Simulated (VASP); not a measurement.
OSZICAR of a VASP run on PbS (space group Fm-3m):

File OSZICAR:
```
       N       E                     dE             d eps       ncg     rms          rms(c)
DAV:   1     0.101162064015E+03    0.10116E+03   -0.63383E+03   850   0.722E+02
DAV:   2    -0.444437027263E+01   -0.10561E+03   -0.10401E+03  1004   0.255E+02
DAV:   3    -0.908555320700E+01   -0.46412E+01   -0.46344E+01   908   0.572E+01
DAV:   4    -0.913856620968E+01   -0.53013E-01   -0.52999E-01  1006   0.755E+00
DAV:   5    -0.913976033624E+01   -0.11941E-02   -0.11941E-02   926   0.929E-01    0.634E+00
DAV:   6    -0.869342821450E+01    0.44633E+00   -0.13344E+00  1104   0.838E+00    0.450E+00
DAV:   7    -0.869496773464E+01   -0.15395E-02   -0.15854E-01   856   0.216E+00    0.242E+00
DAV:   8    -0.869833955449E+01   -0.33718E-02   -0.17197E-02   896   0.134E+00    0.251E-01
DAV:   9    -0.869793892917E+01    0.40063E-03   -0.31435E-03  1160   0.477E-01    0.817E-02
DAV:  10    -0.869812730945E+01   -0.18838E-03   -0.36107E-04   866   0.118E-01    0.692E-02
DAV:  11    -0.869812429596E+01    0.30135E-05   -0.73010E-05   562   0.864E-02
   1 F= -.86981243E+01 E0= -.86981242E+01  d E =-.869812E+01
       N       E                     dE             d eps       ncg     rms          rms(c)
DAV:   1    -0.115550821927E+02   -0.28570E+01   -0.83124E+01  1016   0.130E+02    0.106E+01
DAV:   2    -0.895537308444E+01    0.25997E+01   -0.52799E+00   974   0.477E+01    0.330E+00
DAV:   3    -0.858837796431E+01    0.36700E+00   -0.14707E+00  1016   0.207E+01    0.104E+00
DAV:   4    -0.859352176156E+01   -0.51438E-02   -0.35848E-02   884   0.182E+00    0.475E-01
DAV:   5    -0.859582787374E+01   -0.23061E-02   -0.37299E-03   920   0.612E-01    0.108E-01
DAV:   6    -0.859596921730E+01   -0.14134E-03   -0.30828E-04   960   0.132E-01    0.143E-02
DAV:   7    -0.859596139575E+01    0.78215E-05   -0.17846E-05   424   0.524E-02
   2 F= -.85959614E+01 E0= -.85959614E+01  d E =0.102163E+00
       N       E                     dE             d eps       ncg     rms          rms(c)
DAV:   1    -0.100003082008E+02   -0.14043E+01   -0.43528E+01  1010   0.114E+02    0.636E+00
DAV:   2    -0.893404530562E+01    0.10663E+01   -0.19416E+00   980   0.209E+01    0.245E+00
DAV:   3    -0.873124393281E+01    0.20280E+00   -0.80887E-01  1004   0.134E+01    0.664E-01
DAV:   4    -0.873220952710E+01   -0.96559E-03   -0.12749E-02   818   0.948E-01    0.304E-01
DAV:   5    -0.873242506041E+01   -0.21553E-03   -0.21603E-03   908   0.587E-01    0.864E-02
DAV:   6    -0.873241729068E+01    0.77697E-05   -0.14608E-04   526   0.187E-01
   3 F= -.87324173E+01 E0= -.87323548E+01  d E =-.342930E-01
       N       E                     dE             d eps       ncg     rms          rms(c)
DAV:   1    -0.873267803538E+01   -0.25297E-03   -0.87311E-03  1010   0.145E+00    0.989E-02
DAV:   2    -0.873241383478E+01    0.26420E-03   -0.47224E-04   656   0.340E-01    0.360E-02
DAV:   3    -0.873236983775E+01    0.43997E-04   -0.20572E-04   436   0.204E-01
   4 F= -.87323698E+01 E0= -.87323135E+01  d E =-.342455E-01
       N       E                     dE             d eps       ncg     rms          rms(c)
DAV:   1    -0.873237703621E+01    0.36799E-04   -0.81588E-05   418   0.129E-01    0.926E-03
DAV:   2    -0.873237598697E+01    0.10492E-05   -0.66859E-06   424   0.419E-02
   5 F= -.87323760E+01 E0= -.87323198E+01  d E =-.614922E-05
       N       E                     dE             d eps       ncg     rms          rms(c)
DAV:   1    -0.873241312825E+01   -0.36092E-04   -0.59716E-04   650   0.380E-01    0.267E-02
DAV:   2    -0.873239603902E+01    0.17089E-04   -0.33339E-05   424   0.979E-02
   6 F= -.87323960E+01 E0= -.87323372E+01  d E =-.262013E-04
       N       E                     dE             d eps       ncg     rms          rms(c)
DAV:   1    -0.873239339379E+01    0.19734E-04   -0.12232E-05   424   0.486E-02    0.180E-03
DAV:   2    -0.873239381130E+01   -0.41751E-06   -0.10857E-06   412   0.107E-02
   7 F= -.87323938E+01 E0= -.87323359E+01  d E =0.222772E-05
       N       E                     dE             d eps       ncg     rms          rms(c)
DAV:   1    -0.873239427074E+01   -0.87695E-06   -0.17198E-07   424   0.461E-03    0.138E-03
DAV:   2    -0.873239438893E+01   -0.11819E-06   -0.35904E-08   412   0.201E-03
   8 F= -.87323944E+01 E0= -.87323364E+01  d E =0.165009E-05
       N       E                     dE             d eps       ncg     rms          rms(c)
DAV:   1    -0.873239496361E+01   -0.69287E-06   -0.39453E-07   412   0.978E-03    0.541E-04
DAV:   2    -0.873239494480E+01    0.18813E-07   -0.22627E-08   406   0.250E-03
   9 F= -.87323949E+01 E0= -.87323369E+01  d E =0.109422E-05
       N       E                     dE             d eps       ncg     rms          rms(c)
DAV:   1    -0.873239579103E+01   -0.82741E-06   -0.15231E-06   406   0.195E-02    0.120E-03
DAV:   2    -0.873239572302E+01    0.68005E-07   -0.91439E-08   406   0.527E-03
  10 F= -.87323957E+01 E0= -.87323376E+01  d E =0.315995E-06
       N       E                     dE             d eps       ncg     rms          rms(c)
DAV:   1    -0.873239747948E+01   -0.16884E-05   -0.60000E-06   406   0.386E-02    0.242E-03
DAV:   2    -0.873239726369E+01    0.21578E-06   -0.36904E-07   406   0.106E-02
  11 F= -.87323973E+01 E0= -.87323388E+01  d E =-.122468E-05
       N       E                     dE             d eps       ncg     rms          rms(c)
DAV:   1    -0.873240101815E+01   -0.35387E-05   -0.24023E-05   406   0.772E-02    0.485E-03
DAV:   2    -0.873240024767E+01    0.77048E-06   -0.14795E-06   406   0.213E-02
  12 F= -.87324002E+01 E0= -.87323413E+01  d E =-.420866E-05
       N       E                     dE             d eps       ncg     rms          rms(c)
DAV:   1    -0.873240870726E+01   -0.76891E-05   -0.96101E-05   406   0.154E-01    0.971E-03
DAV:   2    -0.873240581335E+01    0.28939E-05   -0.59205E-06   406   0.426E-02
  13 F= -.87324058E+01 E0= -.87323459E+01  d E =-.977433E-05
       N       E                     dE             d eps       ncg     rms          rms(c)
DAV:   1    -0.873242689467E+01   -0.18187E-04   -0.38799E-04   638   0.309E-01    0.214E-02
DAV:   2    -0.873241519604E+01    0.11699E-04   -0.23128E-05   406   0.819E-02
  14 F= -.87324152E+01 E0= -.87323532E+01  d E =-.191570E-04
       N       E                     dE             d eps       ncg     rms          rms(c)
DAV:   1    -0.873247382849E+01   -0.46934E-04   -0.15557E-03   716   0.620E-01    0.417E-02
DAV:   2    -0.873242730835E+01    0.46520E-04   -0.90746E-05   406   0.161E-01
  15 F= -.87324273E+01 E0= -.87323610E+01  d E =-.312693E-04
       N       E                     dE             d eps       ncg     rms          rms(c)
DAV:   1    -0.873262135382E+01   -0.14753E-03   -0.63303E-03  1028   0.124E+00    0.843E-02
DAV:   2    -0.873242439532E+01    0.19696E-03   -0.34068E-04   650   0.293E-01    0.300E-02
DAV:   3    -0.873239322143E+01    0.31174E-04   -0.14609E-04   406   0.176E-01
  16 F= -.87323932E+01 E0= -.87323220E+01  d E =0.281759E-05
       N       E                     dE             d eps       ncg     rms          rms(c)
DAV:   1    -0.873242245565E+01    0.19397E-05   -0.50116E-04   638   0.342E-01    0.252E-02
DAV:   2    -0.873241205555E+01    0.10400E-04   -0.30243E-05   406   0.939E-02
  17 F= -.87324121E+01 E0= -.87323427E+01  d E =-.160165E-04
       N       E                     dE             d eps       ncg     rms          rms(c)
DAV:   1    -0.873244843103E+01   -0.25975E-04   -0.80161E-04   638   0.446E-01    0.311E-02
DAV:   2    -0.873242453929E+01    0.23892E-04   -0.50861E-05   406   0.122E-01
  18 F= -.87324245E+01 E0= -.87323583E+01  d E =-.285003E-04
       N       E                     dE             d eps       ncg     rms          rms(c)
DAV:   1    -0.873242902272E+01    0.19408E-04   -0.13692E-04   406   0.186E-01    0.138E-02
DAV:   2    -0.873242309350E+01    0.59292E-05   -0.13540E-05   406   0.629E-02
  19 F= -.87324231E+01 E0= -.87323575E+01  d E =-.270545E-04
       N       E                     dE             d eps       ncg     rms          rms(c)
DAV:   1    -0.873242383939E+01    0.51833E-05   -0.35339E-05   406   0.941E-02    0.675E-03
DAV:   2    -0.873242231311E+01    0.15263E-05   -0.38253E-06   406   0.327E-02
  20 F= -.87324223E+01 E0= -.87323571E+01  d E =-.262741E-04
       N       E                     dE             d eps       ncg     rms          rms(c)
DAV:   1    -0.873242233445E+01    0.15049E-05   -0.91660E-06   406   0.479E-02    0.336E-03
DAV:   2    -0.873242192297E+01    0.41149E-06   -0.10460E-06   406   0.168E-02
  21 F= -.87324219E+01 E0= -.87323569E+01  d E =-.258840E-04
```

Task: Which electronic solver shows in the log?

Result: It is blocked Davidson (ALGO = Normal, or the opening steps of other solvers). The INCAR had ALGO = Normal.

Task: Can the final energy be trusted as converged?

Result: Self-consistency was reached. It stopped with EDIFF = 1E-04, NELM = 100, NSW = 50 and EDIFFG = -0.01 after 21 ionic steps (PBE GGA, plane waves, VASP's PBE PAW potentials (set 64)). At this cut-off the stress carries a Pulay error, which pulls relaxed volumes low.  Energy and stress use the plane-wave basis of the starting cell.

The structure is a typed PbS crystal. This run relaxes it. Symmetry was kept, so distortions that lower it aren't found. The run is one of a series of settings (EDIFF = 1E-04, EDIFFG = -0.01, ENCUT = 210, IBRION = 2, ISIF = 3, NSW = 50, KPOINTS 8×8×8 Γ-centred mesh against the base run), some of them coarse on purpose.
